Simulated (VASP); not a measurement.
VASP ran on this input.

INCAR:
```
SYSTEM = HoN
PREC = Accurate
ENCUT = 520
EDIFF = 1E-6
NELM = 100
ALGO = Normal
LREAL = .FALSE.
LASPH = .TRUE.
ISMEAR = 0
SIGMA = 0.05
GGA = PE
LMAXMIX = 6
LWAVE = .FALSE.
LCHARG = .FALSE.
ISIF = 2
ICHARG = 11
```

**KPOINTS**
```
Automatic mesh
0
Gamma
5 5 4
0 0 0
```

### POSCAR
```
HoN
1
    3.8022850000     0.0000000000     0.0000000000
    0.0000000000     3.8022850000     0.0000000000
    0.0000000000     0.0000000000     4.7911950000
Ho N
2 2
Direct
  0.5000000000   0.0000000000   0.2368000000
  0.0000000000   0.5000000000   0.7632000000
  0.0000000000   0.0000000000   0.0000000000
  0.5000000000   0.5000000000   0.0000000000
```

POTCAR, in this order: Ho_3 N (PBE.64 set). Program: vasp_std.

Output of the run:

**standard output**
```
 POSCAR found type information on POSCAR HoN
 POSCAR found :  2 types and       4 ions
 Reading from existing POTCAR
 Reading from existing POTCAR
 LDA part: xc-table for (Slater+PW92), standard interpolation
 WARNING: stress and forces are not correct
 POSCAR, INCAR and KPOINTS ok, starting setup
 WAVECAR not read
 WARNING: CHGCAR is incomplete

 -----------------------------------------------------------------------------
|                                                                             |
|     EEEEEEE  RRRRRR   RRRRRR   OOOOOOO  RRRRRR      ###     ###     ###     |
|     E        R     R  R     R  O     O  R     R     ###     ###     ###     |
|     E        R     R  R     R  O     O  R     R     ###     ###     ###     |
|     EEEEE    RRRRRR   RRRRRR   O     O  RRRRRR       #       #       #      |
|     E        R   R    R   R    O     O  R   R                               |
|     E        R    R   R    R   O     O  R    R      ###     ###     ###     |
|     EEEEEEE  R     R  R     R  OOOOOOO  R     R     ###     ###     ###     |
|                                                                             |
|     ICHARG>10                                                               |
|                                                                             |
|       ---->  I REFUSE TO CONTINUE WITH THIS SICK JOB ... BYE!!! <----       |
|                                                                             |
 -----------------------------------------------------------------------------
```

**Question.** Read the log: what went wrong, and how is it fixed?

**Answer.** The cause: ICHARG = 11 asks for a fixed density, but there is no CHGCAR. VASP stops with an error: ERROR: charge density could not be read from file CHGCAR for ICHARG>10 ----> I REFUSE TO CONTINUE WITH THIS SICK JOB ... BYE!!! <---- To mend it, run self-consistently first and keep its CHGCAR, or remove ICHARG. The plain static run on this cell (PBE GGA, plane waves, VASP's PBE PAW potentials (set 64)) converges, and its OSZICAR ends with
```
   1 F= -.28590083E+02 E0= -.28588396E+02  d E =-.337330E-02
```

The structure was generated: HoN was put into the litharge type (P4/nmm), which need not be its known phase. The cell was not relaxed at this level. The 4f electrons are frozen in the core of the lanthanide potential, so 4f levels, which can set the real gap, and their magnetism are missing.
